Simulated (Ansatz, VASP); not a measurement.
**Two plane-wave programs on NaMgF3**

File INCAR:

```
SYSTEM = NaMgF3
  PREC = Accurate
  ENCUT = 520
  EDIFF = 1E-7
  ISMEAR = 0
  SIGMA = 0.05
  LREAL = .FALSE.
  LASPH = .TRUE.
  NELM = 100
  ALGO = Normal
  ISIF = 2
  LWAVE = .FALSE.
  LCHARG = .FALSE.
  NBANDS = 23
```

Contents of KPOINTS:

```
regular mesh
0
G
  6 6 6
  0 0 0
```

POSCAR

```
NaMgF3
1.0
    3.9508390000      0.0000000000      0.0000000000
    0.0000000000      3.9508390000      0.0000000000
    0.0000000000      0.0000000000      3.9508390000
Na Mg F
1 1 3
Direct
    0.0000000000      0.0000000000      0.0000000000
    0.5000000000      0.5000000000      0.4525417259
    0.5000000000      0.5000000000      0.0000000000
    0.5000000000      0.0000000000      0.5000000000
    0.0000000000      0.5000000000      0.5000000000
```

Input for Ansatz:

```yaml
crystal:
  lattice:
    - [3.950839, 0.0, 0.0]
    - [0.0, 3.950839, 0.0]
    - [0.0, 0.0, 3.950839]
  atoms:
    - { symbol: Na, position: [0.0, 0.0, 0.0] }
    - { symbol: Mg, position: [0.5, 0.5, 0.4525417259] }
    - { symbol: F, position: [0.5, 0.5, 0.0] }
    - { symbol: F, position: [0.5, 0.0, 0.5] }
    - { symbol: F, position: [0.0, 0.5, 0.5] }
basis:
  ecutwfc: 420
kpoints:
  mp_grid: { grid: [6, 6, 6] }
hamiltonian:
  xc: lda
scf:
  occupations: { method: gaussian, width: 0.05 }
output:
  forces: true
  stress: true
  eigenvalues: true
```

Change from the starting cell: all Mg atoms moved +0.188 Å, as atom 2 towards its neighbour atom 3 (F) at 1.975 Å.

Alike in both runs: task single point; functional LDA; k mesh 6 × 6 × 6; occupations gaussian, width 0.05 eV; no spin polarisation.

|  | VASP | Ansatz |
| --- | --- | --- |
| version | VASP 6.6.1 | Ansatz 0.2.0 |
| potentials or method | VASP PAW LDA potentials, release 64 (Na_pv, Mg, F) | scalar-relativistic, plane waves, PAW |
| plane-wave cutoff (eV) | 520 | 420 |
| valence electrons in the cell | 30 | 40 |

Ansatz gave:

```
gap on the k mesh at the Fermi level (eV)       : 5.58
least direct gap on the mesh (eV)               : 6.06
pressure (GPa)                                  : -5.0
largest component of the traceless stress (GPa) : 3.50
rms of the force components (eV/Å)              : 0.720
```

Problem. What did VASP give for the same quantities?

Solution. gap on the k mesh at the Fermi level (eV): 5.55; least direct gap on the mesh (eV): 6.03; pressure (GPa): -5.8; largest component of the traceless stress (GPa): 3.66; rms of the force components (eV/Å): 0.746.

Atom by atom the forces differ by 0.027 eV/Å (rms over components). The two sets of potentials don't hold the same shells in valence.

Caveats: forces of over 1 eV/Å show positions far from the minimum, so gaps and moduli don't describe the material at rest. A k mesh can miss the band edges.
